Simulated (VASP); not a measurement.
The input files of a VASP run:

### POSCAR
```
LaS
1.0
  4.0654695143   0.0000000000   0.0000000000
 -2.0327347571   3.5207999460   0.0000000000
  0.0000000000   0.0000000000   7.3040074731
La S
2 2
Cartesian
  2.0327347572   3.5207999460   7.3040074731
  2.0327347572   3.5207999460   3.6520037366
 -0.0000020327   2.3472011376   1.8260018683
  2.0327367899   1.1735988084   5.4780056048
```

**INCAR**
```
! general
SYSTEM  = LaS
PREC    = Accurate
ENCUT   = 400
LREAL   = .FALSE.
LASPH   = .TRUE.

! electronic loop
EDIFF   = 1E-6
NELM    = 100
ALGO    = Normal
LMAXMIX = 6

! smearing
ISMEAR  = 1
SIGMA   = 0.1

! functional
GGA     = PE

! ions
IBRION  = 2
NSW     = 60
ISIF    = 3
EDIFFG  = -0.02

! output
LWAVE   = .FALSE.
LCHARG  = .FALSE.
```

**KPOINTS**
```
Automatic mesh
0
Gamma
8 8 4
0 0 0
```

POTCAR, in this order: La S (PBE.64 set). Program: vasp_std.

Task: Translate this PBE calculation to Ansatz.

Result: One equivalent input (not run):
Ansatz 0.2 input:
```yaml
crystal:
  lattice:
    - [4.0654695, 0.0000000, 0.0000000]
    - [-2.0327348, 3.5207999, 0.0000000]
    - [0.0000000, 0.0000000, 7.3040075]
  atoms:
    - { symbol: La, position: [1.0000000, 1.0000000, 1.0000000] }
    - { symbol: La, position: [1.0000000, 1.0000000, 0.5000000] }
    - { symbol: S, position: [0.3333330, 0.6666670, 0.2500000] }
    - { symbol: S, position: [0.6666670, 0.3333330, 0.7500000] }
kpoints:
  mp_grid: { grid: [8, 8, 4] }
hamiltonian:
  xc: pbe
  pseudopotentials: { kind: paw }
scf:
  occupations: { method: methfessel_paxton, width: 0.1 }
  max_iter: 100
relax:
  max_steps: 60
  f_tol: 0.02
  cell: {}
output: { forces: true, stress: true, eigenvalues: true }
```
What does not carry over: each code has its own PAW files, so the cut-off isn't converted (ENCUT is set for VASP's; basis.ecutwfc is left out, and Ansatz then takes the one that its files recommend); Ansatz stops its SCF on the density residual and VASP on the energy change (EDIFF).

The structure was generated: LaS was put into the NiAs type type (P6_3/mmc), which need not be its known phase. This run relaxes it. Symmetry was kept, so distortions that lower it aren't found. The start is the result of an earlier pass.
